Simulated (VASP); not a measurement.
A convergence study with VASP on CrO2 (space group no. 136 when undisturbed): a few settings are varied, all else stays as given below, so the limit is that of these other settings. One atom is moved off its site, so that forces are finite.

```xyz
6
Lattice="4.4421 0.0000 0.0000 0.0000 4.4421 0.0000 0.0000 0.0000 2.9346" Properties=species:S:1:pos:R:3 pbc="T T T"
Cr     0.0000     0.0000     0.0500
Cr     2.2210     2.2210     1.4673
O      1.3460     1.3460     0.0000
O      3.5670     0.8751     1.4673
O      0.8751     3.5670     1.4673
O      3.0961     3.0961     0.0000
```
Starting moments (μB, in the order of the record's atoms Cr Cr O O O O): 2.5 2.5 0.0 0.0 0.0 0.0.

Computed with PBEsol GGA, VASP's PBE PAW potentials (set 64) (plane waves; VASP). The last row used: 400 eV cut-off, 11×11×16 Γ-centred mesh shifted by (0.5, 0.5, 0.5), Fermi-Dirac smearing of 0.10 eV, potentials Cr_pv O.

The moments were started parallel, and other spin orders were not tried in this run.

| setting | E (eV/atom) | pressure (GPa) | largest force (eV/Å) | moment (μB) | irreducible k-points |
|---|---|---|---|---|---|
| 2×2×2 mesh | -8.8308 | -15.79 | 0.521 | 3.998 | 2 |
| 2×2×3 mesh | (withheld) | (withheld) | (withheld) | 4.000 | 4 |
| 3×3×4 mesh | -8.8389 | -16.53 | 0.495 | 4.000 | 8 |
| 3×3×5 mesh | -8.8382 | -16.45 | 0.510 | 3.999 | 12 |
| 4×4×5 mesh | -8.8383 | -16.70 | 0.508 | 4.000 | 18 |
| 4×4×6 mesh | -8.8385 | -16.65 | 0.504 | 3.999 | 18 |
| 4×4×7 mesh | -8.8387 | -16.63 | 0.502 | 3.999 | 24 |
| 5×5×7 mesh | -8.8387 | -16.63 | 0.499 | 4.000 | 36 |
| 5×5×8 mesh | -8.8389 | -16.61 | 0.501 | 4.000 | 36 |
| 6×6×9 mesh | -8.8388 | -16.63 | 0.502 | 4.000 | 60 |
| 7×7×10 mesh | -8.8388 | -16.64 | 0.503 | 4.000 | 80 |
| 7×7×11 mesh | -8.8389 | -16.63 | 0.503 | 4.000 | 96 |
| 8×8×12 mesh | -8.8389 | -16.63 | 0.504 | 4.000 | 120 |
| 9×9×13 mesh | -8.8389 | -16.63 | 0.503 | 4.000 | 175 |
| 10×10×14 mesh | -8.8390 | -16.62 | 0.503 | 4.000 | 210 |
| 11×11×16 mesh | -8.8389 | -16.63 | 0.503 | 4.000 | 288 |

Question: What belongs in the gaps?

Answer: 
- 2×2×3 mesh, E (eV/atom): -8.8411
- 2×2×3 mesh, pressure (GPa): -16.44
- 2×2×3 mesh, largest force (eV/Å): 0.512

Left out are rungs that failed or repeat a setting and relaxations that didn't move; long series are thinned to 24 rows.

The structure is a typed CrO2 crystal (space group no. 136). The cell was not relaxed at this level, it is distorted from the ideal structure.
